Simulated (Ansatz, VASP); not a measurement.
## Rb4ZnSb2 in VASP and in Ansatz

INCAR

```
PREC = Accurate
ENCUT = 520
EDIFF = 1E-7
ISMEAR = 0
SIGMA = 0.1
LREAL = False
LASPH = True
NELM = 100
ALGO = Normal
ISIF = 2
LWAVE = False
LCHARG = False
GGA = PE
NBANDS = 38
```

Contents of KPOINTS:

```
Automatic mesh
0
Gamma
  2 2 4
```

File POSCAR:

```
Rb4ZnSb2
1.0
    7.5139037600      0.0000000000      0.0000000000
    0.0000000000      7.5139037600      0.0000000000
    0.0000000000      0.0000000000      4.3759950100
Rb Zn Sb
4 1 2
Direct
    0.2300000000      0.2300000000      0.0000000000
    0.7700000000      0.2300000000      0.0000000000
    0.7700000000      0.7700000000      0.0000000000
    0.2300000000      0.7700000000      0.0000000000
    0.0000000000      0.0000000000      0.0000000000
    0.0000000000      0.5000000000      0.5000000000
    0.5000000000      0.0000000000      0.5000000000
```

Input for Ansatz:

```yaml
crystal:
  lattice:
    - [7.51390376, 0.0, 0.0]
    - [0.0, 7.51390376, 0.0]
    - [0.0, 0.0, 4.37599501]
  atoms:
    - { symbol: Rb, position: [0.23, 0.23, 0.0] }
    - { symbol: Rb, position: [0.77, 0.23, 0.0] }
    - { symbol: Rb, position: [0.77, 0.77, 0.0] }
    - { symbol: Rb, position: [0.23, 0.77, 0.0] }
    - { symbol: Zn, position: [0.0, 0.0, 0.0] }
    - { symbol: Sb, position: [0.0, 0.5, 0.5] }
    - { symbol: Sb, position: [0.5, 0.0, 0.5] }
basis:
  ecutwfc: 420
kpoints:
  mp_grid: { grid: [2, 2, 4] }
hamiltonian:
  xc: pbe
scf:
  occupations: { method: gaussian, width: 0.1 }
  lower_state_search: "off"
output:
  forces: true
  stress: true
  eigenvalues: true
```

Change from the starting cell: species swapped into the K2PdCl4 type (P4/mmm, No. 123).

Alike in both runs: task single point; functional PBE; k mesh 2 × 2 × 4; occupations gaussian, width 0.1 eV; no spin polarisation.

|  | VASP | Ansatz |
| --- | --- | --- |
| version | VASP 6.6.1 | Ansatz 0.2.0 |
| potentials or method | VASP PAW PBE potentials, release 64 (Rb_sv, Zn, Sb) | scalar-relativistic, plane waves, PAW |
| plane-wave cutoff (eV) | 520 | 420 |
| valence electrons in the cell | 58 | 78 |

VASP gave:

| Property | Result |
| --- | --- |
| gap on the k mesh at the Fermi level (eV) | none |
| pressure (GPa) | 11.6 |
| largest component of the traceless stress (GPa) | 9.72 |
| rms of the force components (eV/Å) | 1.664 |

Task: Estimate Ansatz's values.

Result: gap on the k mesh at the Fermi level (eV): none; pressure (GPa): 11.5; largest component of the traceless stress (GPa): 9.59; rms of the force components (eV/Å): 1.636.

Atom by atom the forces differ by 0.028 eV/Å (rms over components). A gap of «none» marks a metal or a gap that the smearing closes. The functional is the same, so the differences come from potentials, cutoffs and numerics. The two sets of potentials don't hold the same shells in valence.

Caveats: the k mesh is coarse (spacing up to 0.42 Å⁻¹), so the values aren't converged; forces of over 1 eV/Å show positions far from the minimum, so gaps and moduli don't describe the material at rest. Spin-orbit coupling is left out, which matters for the levels of Sb.
